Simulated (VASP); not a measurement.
VASP input:

INCAR:
```
! general
SYSTEM  = LaScO3
PREC    = Accurate
ENCUT   = 400   ! plane-wave cut-off (eV)
LREAL   = Auto   ! projection in real space or not
LASPH   = T

! electronic loop
EDIFF   = 1E-6
NELM    = 100   ! most electronic steps
ALGO    = Normal
LMAXMIX = 6   ! l cut-off of mixed one-centre charges

! smearing
ISMEAR  = 0
SIGMA   = 0.01

! functional
GGA     = PE

! ions
ISIF    = 2

! output
LWAVE   = F
LCHARG  = F
```

KPOINTS:
```
Automatic mesh
0
Gamma
4 3 4
0 0 0
```

**POSCAR**
```
LaScO3
5.803530
  1.0000000000   0.0000000000   0.0000000000
  0.0000000000   1.3960916890   0.0000000000
  0.0000000000   0.0000000000   0.9795865620
La Sc O
4 4 12
Cartesian
  0.9571180000   0.3504120335   0.0134262134
  0.0446410000   1.0485807341   0.9687033553
  0.5473020000   1.0405266811   0.5029785161
  0.4592180000   0.3481908516   0.4802707200
  0.4969600000  -0.0041310353   0.0016221953
  0.0025530000   0.0039118489   0.4840352712
  0.0031990000   0.7051421786   0.4876646394
  0.4996760000   0.6934834169  -0.0001097137
  0.5308410000   0.3443543916   0.8821774538
  0.4599130000   1.0405476225   0.0940158203
  0.9664810000   1.0453822880   0.3888116207
  0.0324350000   0.3505907332   0.5905692281
  0.3024460000   1.3282248798   0.6905752202
  0.7039370000   0.0761372564   0.2856787882
  0.2046770000   0.0745163939   0.1997220266
  0.7942160000   1.3228596995   0.7803063289
  0.7944070000   0.7782582925   0.7801525338
  0.2009420000   0.6211435299   0.2041242886
  0.7018970000   0.6224363108   0.2887948531
  0.2971400000   0.7742556976   0.6927606779
```

POTCAR, in this order: La Sc_sv O (PBE.64 set). Program: vasp_std.

### Question
Translate this PBE calculation to Quantum ESPRESSO's pw.x.

### Answer
One equivalent input (not run):
```
&CONTROL
  calculation = 'scf'
  pseudo_dir = './pseudo'
  outdir = './out'
  tprnfor = .true.
  tstress = .true.
/
&SYSTEM
  ibrav = 0
  nat = 20
  ntyp = 3
  ecutwfc = 110
  occupations = 'smearing'
  smearing = 'gaussian'
  degauss = 0.000735
  input_dft = 'pbe'
/
&ELECTRONS
  conv_thr = 7.3e-08
  electron_maxstep = 100
/
ATOMIC_SPECIES
  La 138.905 La.upf
  Sc 44.956 Sc.upf
  O 15.999 O.upf
CELL_PARAMETERS angstrom
     5.8035300    0.0000000    0.0000000
     0.0000000    8.1022600    0.0000000
     0.0000000    0.0000000    5.6850600
ATOMIC_POSITIONS crystal
  La   0.9571180  0.2509950  0.0137060
  La   0.0446410  0.7510830  0.9888900
  La   0.5473020  0.7453140  0.5134600
  La   0.4592180  0.2494040  0.4902790
  Sc   0.4969600 -0.0029590  0.0016560
  Sc   0.0025530  0.0028020  0.4941220
  Sc   0.0031990  0.5050830  0.4978270
  Sc   0.4996760  0.4967320 -0.0001120
  O    0.5308410  0.2466560  0.9005610
  O    0.4599130  0.7453290  0.0959750
  O    0.9664810  0.7487920  0.3969140
  O    0.0324350  0.2511230  0.6028760
  O    0.3024460  0.9513880  0.7049660
  O    0.7039370  0.0545360  0.2916320
  O    0.2046770  0.0533750  0.2038840
  O    0.7942160  0.9475450  0.7965670
  O    0.7944070  0.5574550  0.7964100
  O    0.2009420  0.4449160  0.2083780
  O    0.7018970  0.4458420  0.2948130
  O    0.2971400  0.5545880  0.7071970
K_POINTS automatic
  4 3 4 0 0 0
```
The two are equivalent in intent, not identical: the potentials are each code's own (VASP's PAW set, PseudoDojo norm-conserving files in pw.x), so ENCUT and ecutwfc are chosen apart and not converted; conv_thr bounds pw.x's estimated SCF error, while EDIFF bounds the energy change between steps.

The structure comes from a computed database's LaScO3 entry; how it stands against other phases isn't given here. The cell was not relaxed at this level, atoms are displaced from their ideal sites.
